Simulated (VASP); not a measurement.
## TaN (relaxed from the rock salt structure, space group Fm-3m): computed properties

Computed with PBEsol GGA, VASP's PBE PAW potentials (set 64) (plane waves; VASP 6.6.1).

* **space group**: Fm-3m (225)
* **cell**: a = 4.3795 Å, b = 4.3795 Å, c = 4.3795 Å, α = 90.00°, β = 90.00°, γ = 90.00°
* **volume per atom**: 10.50 Å³/atom
* **band gap (over mesh and band path)**: none (metal, semimetal or under 0.01 eV)
* **density**: 15.42 g/cm³

```yaml
crystal:
  lattice:
    - [0.00000, 2.18973, 2.18973]
    - [2.18973, 0.00000, 2.18973]
    - [2.18973, 2.18973, 0.00000]
  atoms:
    - { symbol: Ta, position: [0.00000, 0.00000, 0.00000] }
    - { symbol: N, position: [0.50000, 0.50000, 0.50000] }
```

Unless said otherwise, spin-orbit coupling is left out, though it shifts the bands of the heavy elements here.

The structure was generated: TaN was put into the rock salt type (Fm-3m), which need not be its known phase. It was relaxed first, which changed the volume by -40 %. Symmetry was kept, so distortions that lower it aren't found.
